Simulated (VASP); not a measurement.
Shape and ions are relaxed at each volume.

Given:

```xyz
4
Lattice="1.9394 -3.3592 0.0000 1.9394 3.3592 0.0000 0.0000 0.0000 5.0320" Properties=species:S:1:pos:R:3 pbc="T T T"
Ni     0.0000     0.0000     2.5160
Ni     0.0000     0.0000     0.0000
Sb     1.9394     1.1197     1.2580
Sb     1.9394    -1.1197     3.7740
```

Method: LDA (Ceperley-Alder, Perdew-Zunger), VASP's LDA PAW potentials (set 64) (plane waves; VASP 6.6.1). Numerical set-up: 520 eV cut-off, 9×9×6 Γ-centred mesh, first-order Methfessel-Paxton smearing of 0.10 eV, potentials Ni Sb.

Problem. Give the energy at these volumes per atom, relative to the lowest: 15.43, 15.93, 16.42, 16.91, 17.40 Å³.

Solution. 27.7, 6.1, 0.0, 6.8, 24.2 meV/atom. A third-order Birch-Murnaghan fit gives B0 = 140 GPa and B0′ = 5.1.

The compound is NiSb in the NiAs type structure. It was relaxed first. The run is not spin-polarised, so no magnetic state was tried.
